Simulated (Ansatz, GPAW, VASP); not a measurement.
## MoI: 3 runs at one level of theory

```
CELL_PARAMETERS angstrom
0.00000 3.17885 3.17885
3.17885 0.00000 3.17885
3.17885 3.17885 0.00000
ATOMIC_POSITIONS crystal
Mo 0.00000 0.00000 0.00000
I 0.75000 0.75000 0.75000
```

Alike in all runs: task band structure; functional LDA; k mesh 7 × 7 × 7; occupations fermi-dirac, width 0.05 eV; no spin polarisation; no spin-orbit coupling. LDA stands for any of its common fits. Pressure is positive in compression and, in plane waves, holds the error of the finite cutoff, which Ansatz's Pulay term estimates and takes out.

```csv
program and potentials,plane-wave cutoff (eV),notes,pressure (GPa)
"Ansatz, Ansatz PAW",420,"potentials made for PBE, which Ansatz adapts in part; 15.5 valence electrons an atom on average; Pulay term of +0.02 GPa included",-11.55
"VASP, LDA PAW files I, Mo_sv, 520 eV",520,10.5 valence electrons an atom on average,?
"GPAW, the program's PAW data sets (release 1.2.1) made for this functional",600,10.5 valence electrons an atom on average,-11.18
```

Task: Estimate from the other rows what the run with VASP, LDA PAW files I, Mo_sv, 520 eV gave.

Result: Pressure -11.51 GPa. The other rows, which needn't bracket it: pressure -11.55 to -11.18.
